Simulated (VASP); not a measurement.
```xyz
1
Lattice="0.0000 2.8163 2.8163 2.8163 0.0000 2.8163 2.8163 2.8163 0.0000" Properties=species:S:1:pos:R:3 pbc="T T T"
Ca     0.0000     0.0000     0.0000
```

Level of theory: PBEsol GGA, VASP's PBE PAW potentials (set 64) (plane waves; VASP). Settings: 300 eV cut-off, 8×8×8 Γ-centred mesh shifted by (0.5, 0.5, 0.5), Fermi-Dirac smearing of 0.14 eV, potentials Ca_sv.

At this cut-off the stress carries a Pulay error, which pulls relaxed volumes low.

**Question.** Give the stress tensor in GPa (positive for a compressed cell).

**Answer.** 
```
-1.58   0.00   0.00
 0.00  -1.58   0.00
 0.00   0.00  -1.58
```
The pressure is its mean diagonal, -1.58 GPa.

The structure comes from a computed database's Ca entry; how it stands against other phases isn't given here. The cell was not relaxed at this level.
